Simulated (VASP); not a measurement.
Wanted: the native input for a VASP 6.6.1 run.

```
Task                   : relaxation of cell and atoms
Functional             : r2SCAN
Potentials or basis    : VASP PAW PBE potentials, release 64 (Co)
Cutoff                 : 600 eV
k mesh                 : 20 × 20 × 10
Occupations            : methfessel-paxton, width 0.1 eV
Spin                   : collinear spin, ferromagnetic start
Starting moments       : [1.8, 1.8] μB
Further INCAR settings : ALGO = Normal; EDIFF = 1e-07; IBRION = 2; EDIFFG = -0.005; NSW = 40; ISIF = 3
```

The structure of Co lies in POSCAR:

```
Co
1.0
    2.4600000000      0.0000000000      0.0000000000
   -1.2300000000      2.1304224900      0.0000000000
    0.0000000000      0.0000000000      3.9700000000
Co
2
Direct
    0.3333333300      0.6666666700      0.2500000000
    0.6666666700      0.3333333300      0.7500000000
```

The cell was built by a generator and needn't be a form met in nature.

These files were run (other wordings do the same):

INCAR

```
ALGO = Normal ; EDIFF = 1E-7
EDIFFG = -0.005 ; ENCUT = 600
IBRION = 2 ; ISIF = 3
ISMEAR = 1 ; ISPIN = 2
LASPH = True ; LCHARG = False
LMAXMIX = 4 ; LMIXTAU = True
LORBIT = 11 ; LREAL = False
LWAVE = False ; MAGMOM = 1.8 1.8
METAGGA = R2SCAN ; NELM = 120
NSW = 40 ; PREC = Accurate
SIGMA = 0.1
```

KPOINTS

```
k-points
0
Gamma
  20 20 10
```

Potentials or basis: VASP PAW PBE potentials, release 64 (Co).

Run with:

```sh
$ cat potpaw_PBE.64/Co/POTCAR > POTCAR
$ mpirun -np 1 vasp_std > vasp.out
```

It gave:

```
Relaxed volume                                        : 10.62 Å³/atom
Relaxed cell                                          : a = 2.473 Å, b = 2.473 Å, c = 4.011 Å, α = 90.00°, β = 90.00°, γ = 120.00°
Space group after relaxing (to 0.05 Å)                : P6_3/mmc (No. 194)
Energy gained by relaxing                             : 3.5 meV/atom
Ionic steps                                           : 6
Pressure after relaxing                               : 0.1 GPa
Band gap on the k mesh                                : none (metal or under the smearing width)
Net moment                                            : 3.49 μB per cell
Site moments                                          : Co +1.81 μB
Valence electrons inside the program's atomic spheres : Co 8.34
```

Caveat: the PAW data sets were made with another functional, which shifts forces and pressure a little.

It took 46 min on 1 thread of Intel(R) Xeon(R) Platinum 8488C (Sapphire Rapids) (shared host), peak memory 0.28 GiB.
